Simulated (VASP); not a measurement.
These are PBEsol GGA, VASP's PBE PAW potentials (set 64) (plane waves; VASP) values and carry that method's errors.

VASP input:

**POSCAR**
```
TaAl3
1
   -1.8787580000     1.8787580000     4.1662690000
    1.8787580000    -1.8787580000     4.1662690000
    1.8787580000     1.8787580000    -4.1662690000
Ta Al
1 3
Direct
  0.0000000000   0.0000000000   0.0000000000
  0.5000000000   0.5000000000   0.0000000000
  0.7500000000   0.2500000000   0.5000000000
  0.2500000000   0.7500000000   0.5000000000
```

File KPOINTS:
```
Automatic mesh
0
Gamma
11 11 11
0 0 0
```

### INCAR
```
! general
SYSTEM  = TaAl3
PREC    = Accurate
ENCUT   = 300
LREAL   = .FALSE.
LASPH   = .TRUE.

! electronic loop
EDIFF   = 1E-6
NELM    = 100
ALGO    = Normal
LMAXMIX = 6

! smearing
ISMEAR  = 0
SIGMA   = 0.1

! functional
GGA     = PS

! ions
ISIF    = 2

! output
LWAVE   = .FALSE.
LCHARG  = .FALSE.
```

POTCAR, in this order: Ta_pv Al (PBE.64 set). Program: vasp_std.

What VASP printed:

### OSZICAR
```
       N       E                     dE             d eps       ncg     rms          rms(c)
DAV:   1     0.435328363937E+02    0.43533E+02   -0.74143E+03  3952   0.822E+02
DAV:   2    -0.251767511184E+02   -0.68710E+02   -0.67624E+02  4380   0.197E+02
DAV:   3    -0.266700787615E+02   -0.14933E+01   -0.14766E+01  4542   0.273E+01
DAV:   4    -0.266841378271E+02   -0.14059E-01   -0.14028E-01  4242   0.287E+00
DAV:   5    -0.266843415723E+02   -0.20375E-03   -0.20371E-03  4680   0.342E-01    0.172E+01
DAV:   6    -0.261039146275E+02    0.58043E+00   -0.23003E+00  4098   0.103E+01    0.803E+00
DAV:   7    -0.260020359068E+02    0.10188E+00   -0.13472E-01  4068   0.238E+00    0.313E+00
DAV:   8    -0.259822226267E+02    0.19813E-01   -0.22783E-02  4620   0.122E+00    0.338E-01
DAV:   9    -0.259817073608E+02    0.51527E-03   -0.13408E-03  4524   0.231E-01    0.126E-01
DAV:  10    -0.259816726027E+02    0.34758E-04   -0.31915E-04  4062   0.130E-01    0.327E-02
DAV:  11    -0.259816644396E+02    0.81631E-05   -0.27141E-05  4362   0.477E-02    0.871E-03
DAV:  12    -0.259816639811E+02    0.45850E-06   -0.12006E-06  2874   0.654E-03
   1 F= -.25981664E+02 E0= -.25980214E+02  d E =-.289996E-02
```

File OUTCAR:
```
------------------------ aborting loop because EDIFF is reached ----------------------------------------
  FORCE on cell =-STRESS in cart. coord.  units (eV):
  Direction    XX          YY          ZZ          XY          YZ          ZX
  --------------------------------------------------------------------------------------
  Total        3.2963010      3.2963010      3.2876344      0.0000000      0.0000000     -0.0000000
  in kB       89.7818317     89.7818317     89.5457775      0.0000000      0.0000000     -0.0000000
  external PRESSURE =      89.7031470 kB  Pullay stress =       0.0000000 kB
  volume of cell :       58.82
      direct lattice vectors                 reciprocal lattice vectors
    -1.878758000  1.878758000  4.166269000     0.000000000  0.266133265  0.120011454
     1.878758000 -1.878758000  4.166269000     0.266133265  0.000000000  0.120011454
     1.878758000  1.878758000 -4.166269000     0.266133265  0.266133265  0.000000000
 POSITION                                       TOTAL-FORCE (eV/Angst)
 -----------------------------------------------------------------------------------
      0.00000      0.00000      0.00000         0.000000      0.000000     -0.000000
      0.00000      0.00000      4.16627         0.000000      0.000000     -0.000000
     -0.00000      1.87876      2.08313        -0.000000     -0.000000      0.000000
      1.87876     -0.00000      2.08313        -0.000000     -0.000000      0.000000
 -----------------------------------------------------------------------------------
    total drift:                               -0.000000     -0.000000     -0.000000
  FREE ENERGIE OF THE ION-ELECTRON SYSTEM (eV)
  ---------------------------------------------------
  free  energy   TOTEN  =       -25.9816639811 eV

  energy  without entropy=      -25.9787640202  energy(sigma->0) =      -25.98021400
```
(Selected blocks of OUTCAR.)

File OUTCAR:
```
 val. band max:        8.6495295638   @ k =  -0.4545  -0.4545   0.4545

 cond. band min:       8.6524224809   @ k =  -0.3636   0.3636   0.3636


 Fermi energy:         8.6500287425

 k-point     1 :       0.0000    0.0000    0.0000
  band No.  band energies     occupation
      1     -25.3900      2.00000
      2     -25.3900      2.00000
      3     -25.2004      2.00000
      4      -2.6695      2.00000
      5       4.5194      2.00000
      6       5.5589      2.00000
      7       5.5821      2.00000
      8       6.2926      2.00000
      9       6.2926      2.00000
     10       8.8283      0.01167
     11      10.1106      0.00000
     12      10.1106      0.00000
     13      10.6715      0.00000
     14      10.7834      0.00000

 k-point     2 :       0.0909    0.0000    0.0000
  band No.  band energies     occupation
      1     -25.3953      2.00000
      2     -25.3897      2.00000
      3     -25.2002      2.00000
      4      -2.5491      2.00000
      5       4.3385      2.00000
      6       5.4014      2.00000
      7       5.5577      2.00000
      8       6.3693      2.00000
      9       6.4272      2.00000
     10       8.3623      1.99995
     11       9.7244      0.00000
     12      10.5363      0.00000
     13      10.6721      0.00000
     14      11.2137      0.00000

 k-point     3 :       0.1818    0.0000    0.0000
  band No.  band energies     occupation
      1     -25.4095      2.00000
      2     -25.3887      2.00000
      3     -25.1997      2.00000
      4      -2.1929      2.00000
      5       3.8786      2.00000
      6       4.8731      2.00000
      7       5.5673      2.00000
      8       6.5701      2.00000
      9       6.7903      2.00000
     10       7.7267      2.00000
     11       9.0951      0.00000
     12      10.4522      0.00000
     13      11.4888      0.00000
     14      12.2395      0.00000

 k-point     4 :       0.2727    0.0000    0.0000
  band No.  band energies     occupation
...
```

At this cut-off the stress carries a Pulay error, which pulls relaxed volumes low. Unless said otherwise, spin-orbit coupling is left out, though it shifts the bands of the heavy elements here.

The structure comes from a computed database's TaAl3 entry; how it stands against other phases isn't given here. The cell was not relaxed at this level, and its volume differs by -5.9 % from the start's.
